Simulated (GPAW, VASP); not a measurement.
An input for GPAW (PBEsol, GPAW PAW datasets PBEsol (made by gpaw-setup)):

```
from ase import Atoms
from ase.units import GPa
from gpaw import GPAW

atoms = Atoms(['Na', 'Bi'],
              cell=[[3.337096, 0.000000, 0.000000],
                    [0.000000, 3.337096, 0.000000],
                    [0.000000, 0.000000, 4.769797]],
              scaled_positions=[[0.500000, 0.500000, 0.500000],
                                [0.000000, 0.000000, 0.000000]],
              pbc=True)

calc = GPAW(mode={'name': 'pw', 'ecut': 850},
            xc='PBEsol',
            kpts={'size': (10, 10, 7), 'gamma': True},
            occupations={'name': 'fermi-dirac', 'width': 0.1},
            nbands=-8,
            convergence={'forces': 0.001},
            symmetry={'symmorphic': False, 'tolerance': 0.0005},
            maxiter=100)

atoms.calc = calc

energy = atoms.get_potential_energy()
print('Energy (eV):', round(energy, 6))
forces = atoms.get_forces()
print('Forces (eV/Ang):')
print(forces.round(5))
stress = atoms.get_stress()
print('Stress (GPa, Voigt):', (stress / GPa).round(4))
```

Write the VASP files for the same calculation.

One set of files that does it:

KPOINTS:
```
Automatic
0
gamma
10 10 7
```

**POSCAR**
```
NaBi
1.0
  3.3370960000   0.0000000000   0.0000000000
  0.0000000000   3.3370960000   0.0000000000
  0.0000000000   0.0000000000   4.7697970000
Na Bi
1 1
Cart
  1.6685480000   1.6685480000   2.3848985000
  0.0000000000   0.0000000000   0.0000000000
```

INCAR:
```
LREAL=.FALSE.
ENCUT=300   ! plane-wave cut-off (eV)
ISMEAR=-1
SYSTEM=NaBi
NELM=100
EDIFF=1E-6   ! SCF stop (eV)
ALGO=Normal   ! blocked Davidson
GGA=PS   ! PBEsol
ISIF=2   ! forces and stress, cell fixed
LASPH=.TRUE.
LMAXMIX=4   ! l cut-off of mixed one-centre charges
SIGMA=0.1   ! width (eV)
PREC=Accurate
LWAVE=.FALSE.
LCHARG=.FALSE.
```

POTCAR, in this order: Na_pv Bi_d (PBE.64 set). Program: vasp_std.

The two runs describe the same crystal, functional and task. Each code takes its own potentials, basis and convergence tests.

The structure comes from a computed database's NaBi entry (P4/mmm); how it stands against other phases isn't given here. The cell was not relaxed at this level, and its volume differs by -5.9 % from the start's.
